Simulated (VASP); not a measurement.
Consider the following.

```yaml
crystal:
  lattice:
    - [0.00000, 5.08707, 5.08707]
    - [5.08707, 0.00000, 5.08707]
    - [5.08707, 5.08707, 0.00000]
  atoms:
    - { symbol: Rb, position: [0.25000, 0.25000, 0.25000] }
    - { symbol: Rb, position: [0.75000, 0.75000, 0.75000] }
    - { symbol: Rb, position: [0.50000, 0.50000, 0.50000] }
    - { symbol: Li, position: [0.00000, 0.00000, 0.00000] }
```

The numbers are results of PBEsol GGA, VASP's PBE PAW potentials (set 64) (plane waves; VASP), not measurements. Numerical set-up: 520 eV cut-off, Gaussian smearing of 0.050 eV, potentials Rb_sv Li_sv.

Problem. Predict the band gap (along the path) with the smallest direct gap where there is one.

Solution. 
```yaml
band gap (along the path): none (metal, semimetal or under 0.01 eV)
```

Only differences to runs with the same potentials and settings are physical.

The structure comes from a computed database's Rb3Li entry (Fm-3m); how it stands against other phases isn't given here. It was relaxed first.
